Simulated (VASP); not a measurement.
Here is a VASP 6.6.1 calculation.

INCAR

```
  PREC = Accurate
  ENCUT = 520
  EDIFF = 1E-6
  ISMEAR = 0
  SIGMA = 0.05
  LREAL = False
  LASPH = True
  NELM = 120
  ALGO = Normal
  ISIF = 2
  LWAVE = False
  LCHARG = False
  ISPIN = 2
  MAGMOM = 0 0.51 0 0
  LORBIT = 11
  LMAXMIX = 4
  LDAU = True
  LDAUTYPE = 2
  LDAUL = 2 2 -1
  LDAUU = 8 8 0
  LDAUJ = 0 0 0
  LDAUPRINT = 1
  GGA = PS
  NBANDS = 28
```

Contents of KPOINTS:

```
regular mesh
0
Gamma
  7 7 7
```

File POSCAR:

```
NiPdO2
1.0
    1.6359725900      0.9445292100      6.1767413800
   -1.6359725900      0.9445292100      6.1767413800
    0.0000000000     -1.8890584300      6.1767413800
Pd Ni O
1 1 2
Direct
    0.0000000000      0.0000000000      0.0000000000
    0.5000000000      0.5000000000      0.5000000000
    0.1066000000      0.1066000000      0.1066000000
    0.8934000000      0.8934000000      0.8934000000
```

Potentials or basis: VASP PAW PBE potentials, release 64 (Pd, Ni, O).

Command:

```sh
$ cat potpaw_PBE.64/Pd/POTCAR potpaw_PBE.64/Ni/POTCAR potpaw_PBE.64/O/POTCAR > POTCAR
$ mpirun -np 1 vasp_std > vasp.out
```

(1) Predict the largest force.

(2) Predict the site moments.

(3) What does it give for the band gap on the k mesh?

## Answers

(1) 0.262 eV/Å.

(2) Pd +0.23; Ni +1.81; O -0.23 μB.

(3) none (metal or under the smearing width).

Caveat: the PAW data sets were made with another functional, which shifts forces and pressure a little; a cell with one magnetic atom can't hold antiferromagnetic order, which such compounds often take.
